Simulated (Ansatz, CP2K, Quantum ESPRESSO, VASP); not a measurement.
**CaZn2P2 (P1, 5 atoms in the cell) computed with different codes at matched settings**

Self-consistent single point, at a second geometry (atoms moved at random). First geometry:

```
Ca(ZnP)2
1.0
    4.01543     0.00000     0.00000
   -2.00772     3.47746     0.00000
    0.00000     0.00000     6.81288
Ca Zn P
1 2 2
Direct
  0.00000   0.00000   0.00000
  0.33333   0.66667   0.63328
  0.66667   0.33333   0.36672
  0.66667   0.33333   0.73625
  0.33333   0.66667   0.26375
```

Second geometry:
```
Ca(ZnP)2
1.0
    4.01543     0.00000     0.00000
   -2.00772     3.47746     0.00000
    0.00000     0.00000     6.81288
Ca Zn P
1 2 2
Direct
  0.01421   0.00362   0.00335
  0.31005   0.64115   0.63857
  0.67150   0.33730   0.36235
  0.67901   0.34179   0.73171
  0.32523   0.67613   0.26402
```

Shared settings, as Ansatz (an electronic-structure program) writes them: kpoints.mp_grid.grid = 8 8 4; scf.occupations.method = fermi_dirac; scf.occupations.width = 0.0037 Ry. Potentials and cutoffs stand in the table.

```csv
code,model,ΔF from the first geometry (meV/atom),pressure (GPa),largest force (eV/Å),gap on the mesh (eV),cutoff
Quantum ESPRESSO,"LDA (PZ), PSlibrary PAW (LDA) pseudopotentials",15.8,-4.73,0.841,0.529,50 Ry
CP2K,"LDA (Pade form), GPW, DZVP-MOLOPT-SR-GTH basis, GTH-PADE potentials (GTH_POTENTIALS)",16.6,-3.22,0.872,0.536,grid 600 Ry
Ansatz,"LDA (PW92), default PAW files made with PBE",15.7,-4.00,0.837,0.535,30.9 Ry
VASP,"LDA (PZ), VASP's LDA PAW potentials (set 64)",15.9,-3.86,0.848,0.536,300 eV
```

Size of the force on each atom (eV/Å): Sizes of forces hide their directions.

```json
[
 {"code": "Quantum ESPRESSO", "Ca1": "0.236", "Zn2": "0.841", "Zn3": "0.325", "P4": "0.806", "P5": "0.464"},
 {"code": "CP2K", "Ca1": "0.244", "Zn2": "0.872", "Zn3": "0.339", "P4": "0.847", "P5": "0.482"},
 {"code": "Ansatz", "Ca1": "0.235", "Zn2": "0.837", "Zn3": "0.323", "P4": "0.804", "P5": "0.462"},
 {"code": "VASP", "Ca1": "0.238", "Zn2": "0.848", "Zn3": "0.328", "P4": "0.813", "P5": "0.468"}
]
```

Gaps are read on the mesh.

The spread over the programs that give each value: ΔF from the first geometry within 0.9 meV/atom; pressure within 1.51 GPa; largest force within 0.035 eV/Å; gap on the mesh within 0.007 eV.

CP2K uses small atom-centred bases, whose incompleteness enters pressures, forces and empty levels differently from a plane-wave cutoff. Ansatz's pressure is given at a fixed set of plane waves, as the other plane-wave codes print theirs; with its correction for the finite basis it is -3.96 GPa. The same LDA comes in different parametrisations, which differ slightly.

VASP's run is marked for a possible Pulay error in its stress at this cutoff; no cutoff test was made.

The starting cell comes from a database of computed structures (which also holds hypothetical and non-ambient phases and stackings), without a prior relaxation at this level. For this run, on top of that: atoms moved at random.

Left out of this page: SIESTA (not drawn, or without a comparable value).

Keys are those of Ansatz 0.2.
